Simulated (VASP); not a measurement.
VASP runs on ZrS2 (1T layered) share one base input (PBE GGA, plane waves, VASP's PBE PAW potentials (set 64)) and change the settings named in each case.

INCAR:
```
SYSTEM=ZrS2
PREC=Accurate; ENCUT=400; LREAL=F
LASPH=T
EDIFF=1E-6; NELM=100; ALGO=Normal
LMAXMIX=4
ISMEAR=0; SIGMA=0.05
GGA=PE
ISIF=2
LWAVE=F; LCHARG=F
```

**POSCAR**
```
ZrS2
1
    1.8666000000    -3.2330460000     0.0000000000
    1.8666000000     3.2330460000     0.0000000000
    0.0000000000     0.0000000000     5.9364000000
Zr S
1 2
Direct
  0.0000000000   0.0000000000   0.0000000000
  0.3333330000   0.6666670000   0.2500000000
  0.6666670000   0.3333330000   0.7500000000
```

KPOINTS:
```
K-points
0
G
  6 6 4
```

POTCAR, in this order: Zr_sv S (PBE.64 set). Program: vasp_std.

```csv
change,E(σ→0) (eV/atom),pressure (GPa),largest force (eV/Å),irreducible k-points
base run,-7.1193,-3.67,0.669,24
KPOINTS 3×3×2 Monkhorst-Pack mesh,-7.0684,-3.08,0.779,4
KPOINTS 5×5×3 Monkhorst-Pack mesh,(withheld),(withheld),(withheld),12
KPOINTS 6×6×4 Monkhorst-Pack mesh,-7.1230,-3.74,0.658,42
KPOINTS 7×7×5 Monkhorst-Pack mesh,-7.1210,-3.70,0.665,32
```

**Question.** Fill in the missing entries.

**Answer.** 
- KPOINTS 5×5×3 Monkhorst-Pack mesh, E(σ→0) (eV/atom): -7.1144
- KPOINTS 5×5×3 Monkhorst-Pack mesh, pressure (GPa): -3.60
- KPOINTS 5×5×3 Monkhorst-Pack mesh, largest force (eV/Å): 0.676

Left out are runs that ran out of time, are held back, or changed the cell or the kind of run, fixed moments of cells without a moment, rows past the twelfth, gaps on odd meshes, pressures of charged cells and columns that move by less than the noise.

The compound is ZrS2 in the 1T layered structure. The cell was not relaxed at this level, forces remain on its atoms.
